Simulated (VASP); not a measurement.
Calculation: r2SCAN meta-GGA, VASP's PBE PAW potentials (set 64) (plane waves; VASP).

A VASP calculation is set up with these files.

File KPOINTS:
```
Regular mesh
0
gamma
6 6 6
0 0 0
```

### POSCAR
```
SiS2
1
   -2.7718870238     2.7718870238     4.3566618152
    2.7718870238    -2.7718870238     4.3566618152
    2.7718870238     2.7718870238    -4.3566618152
Si S
2 4
Direct
  0.7500000000   0.2500000000   0.5000000000
  0.0000000000   0.0000000000   0.0000000000
  0.0927800568   0.1250000000   0.4677800568
  0.8750000000   0.3427800568   0.9677800568
  0.6572199432   0.6250000000   0.5322199432
  0.3750000000   0.9072199432   0.0322199432
```

KPOINTS_OPT:
```
k-points along high-symmetry lines
6
Line-mode
Reciprocal
  0.000000   0.000000   0.000000 ! GAMMA
  0.000000   0.000000   0.500000 ! X

  0.000000   0.000000   0.500000 ! X
  0.250000   0.250000   0.250000 ! P

  0.250000   0.250000   0.250000 ! P
  0.000000   0.500000   0.000000 ! N

  0.000000   0.500000   0.000000 ! N
  0.000000   0.000000   0.000000 ! GAMMA

  0.000000   0.000000   0.000000 ! GAMMA
  0.500000   0.500000  -0.500000 ! M

  0.500000   0.500000  -0.500000 ! M
  0.352691   0.647309  -0.352691 ! S

 -0.352691   0.352691   0.352691 ! S_0
  0.000000   0.000000   0.000000 ! GAMMA

  0.000000   0.000000   0.500000 ! X
 -0.205383   0.205383   0.500000 ! R

  0.500000   0.500000  -0.205383 ! G
  0.500000   0.500000  -0.500000 ! M
```

### INCAR
```
PREC=Accurate
METAGGA=R2SCAN
ISIF=2   # forces and stress, cell fixed
ENCUT=400   # plane-wave cut-off (eV)
LREAL=.FALSE.
ISMEAR=-5
NELM=100   # most electronic steps
LWAVE=.FALSE.
LORBIT=11   # lm-projected
LEFG=.TRUE.
NEDOS=601
ALGO=Normal
SYSTEM=SiS2
EDIFF=1E-7   # SCF stop (eV)
LASPH=.TRUE.
LCHARG=.FALSE.
LMIXTAU=.TRUE.
```

POTCAR, in this order: Si S (PBE.64 set). Program: vasp_std.

Task: What does the run give for the energy per atom (σ→0), band gap (over mesh and band path)?

Result: 
| Property | Value |
|---|---|
| energy per atom (σ→0) | -9010 meV/atom |
| band gap (over mesh and band path) | 3.55 eV |

File OSZICAR:
```
...
DAV:  17    -0.540577406995E+02   -0.45497E-04   -0.55109E-05  1268   0.691E-02    0.314E-03
DAV:  18    -0.540577524511E+02   -0.11752E-04   -0.50794E-06  1368   0.216E-02    0.183E-03
DAV:  19    -0.540577544362E+02   -0.19851E-05   -0.79003E-07  1376   0.864E-03    0.834E-04
DAV:  20    -0.540577548192E+02   -0.38307E-06   -0.18403E-07   868   0.432E-03    0.734E-04
DAV:  21    -0.540577548130E+02    0.62414E-08   -0.88559E-08   732   0.304E-03
   1 F= -.54057755E+02 E0= -.54057755E+02  d E =0.000000E+00
       N       E                     dE             ncg
       N       E                     dE             ncg
```

The structure comes from a computed database's SiS2 entry (I-42d); how it stands against other phases isn't given here. It was relaxed first.
